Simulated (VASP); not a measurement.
Method: PBE GGA, VASP's PBE PAW potentials (set 64) (plane waves; VASP).

A VASP calculation is set up with these files.

**KPOINTS**
```
Automatic mesh
0
Gamma
7 7 4
0 0 0
```

INCAR:
```
LASPH  =  .TRUE.
ALGO  =  Normal
BMIX  =  1.0
IMIX  =  4
LWAVE  =  .FALSE.
LCHARG  =  .FALSE.
ISIF  =  2   ! forces and stress, cell fixed
PREC  =  Accurate
LMAXMIX  =  4   ! l cut-off of mixed one-centre charges
AMIX  =  1.0
ENCUT  =  520
NELM  =  100   ! most electronic steps
GGA  =  PE   ! PBE
LREAL  =  .FALSE.   ! projection in real space or not
EDIFF  =  1E-6   ! SCF stop (eV)
ISMEAR  =  0   ! Gaussian
SYSTEM  =  GaN
SIGMA  =  0.05   ! width (eV)
```

### POSCAR
```
GaN
1
    1.6269000000    -2.8178730000     0.0000000000
    1.6269000000     2.8178730000     0.0000000000
    0.0000000000     0.0000000000     5.2938000000
Ga N
2 2
Direct
  0.6666670000   0.3333330000   0.5000000000
  0.3333330000   0.6666670000   0.0000000000
  0.6666670000   0.3333330000   0.8770000000
  0.3333330000   0.6666670000   0.3770000000
```

POTCAR, in this order: Ga_d N (PBE.64 set). Program: vasp_std.

What VASP printed:

### OSZICAR
```
       N       E                     dE             d eps       ncg     rms          rms(c)
DAV:   1     0.276977109471E+03    0.27698E+03   -0.18510E+04  1084   0.299E+03
DAV:   2     0.964482072236E+01   -0.26733E+03   -0.25900E+03  1152   0.534E+02
DAV:   3    -0.266211499389E+02   -0.36266E+02   -0.35957E+02  1232   0.156E+02
DAV:   4    -0.281175939631E+02   -0.14964E+01   -0.14922E+01  1480   0.341E+01
DAV:   5    -0.281389329098E+02   -0.21339E-01   -0.21329E-01  1188   0.374E+00    0.106E+01
DAV:   6    -0.325004860461E+02   -0.43616E+01   -0.98369E+01  1880   0.133E+02    0.163E+01
DAV:   7    -0.241251578547E+02    0.83753E+01   -0.30366E+01  1566   0.542E+01    0.342E+00
DAV:   8    -0.243027265789E+02   -0.17757E+00   -0.25260E+00  1188   0.122E+01    0.701E-01
DAV:   9    -0.243030815033E+02   -0.35492E-03   -0.92355E-02  1302   0.292E+00    0.288E-01
DAV:  10    -0.243036418786E+02   -0.56038E-03   -0.43937E-03  1194   0.563E-01    0.233E-01
DAV:  11    -0.243036881696E+02   -0.46291E-04   -0.41032E-04  1566   0.557E-01    0.144E-01
DAV:  12    -0.243035171575E+02    0.17101E-03   -0.50438E-04  1750   0.373E-01    0.600E-02
DAV:  13    -0.243035156442E+02    0.15133E-05   -0.67126E-05  1292   0.632E-02    0.261E-02
DAV:  14    -0.243035147633E+02    0.88083E-06   -0.83351E-06  1490   0.186E-02
   1 F= -.24303515E+02 E0= -.24303515E+02  d E =-.716446E-14
```

File OUTCAR:
```
------------------------ aborting loop because EDIFF is reached ----------------------------------------
  FORCE on cell =-STRESS in cart. coord.  units (eV):
  Direction    XX          YY          ZZ          XY          YZ          ZX
  --------------------------------------------------------------------------------------
  Total       -1.5438250     -1.5438245     -1.4326281      0.0000000      0.0000000      0.0000000
  in kB      -50.9599336    -50.9599170    -47.2894494      0.0000000      0.0000000      0.0000000
  external PRESSURE =     -49.7364333 kB  Pullay stress =       0.0000000 kB
  volume of cell :       48.54
      direct lattice vectors                 reciprocal lattice vectors
     1.626900000 -2.817873000  0.000000000     0.307332965 -0.177438799  0.000000000
     1.626900000  2.817873000  0.000000000     0.307332965  0.177438799  0.000000000
     0.000000000  0.000000000  5.293800000     0.000000000  0.000000000  0.188900223
  FREE ENERGIE OF THE ION-ELECTRON SYSTEM (eV)
  ---------------------------------------------------
  free  energy   TOTEN  =       -24.3035147633 eV

  energy  without entropy=      -24.3035147633  energy(sigma->0) =      -24.30351476
```
(Selected blocks of OUTCAR.)

The compound is GaN in the wurtzite structure. The cell was not relaxed at this level. The run is one of a series of settings (AMIX = 1.0, BMIX = 1.0, IMIX = 4 against the base run), some of them coarse on purpose.
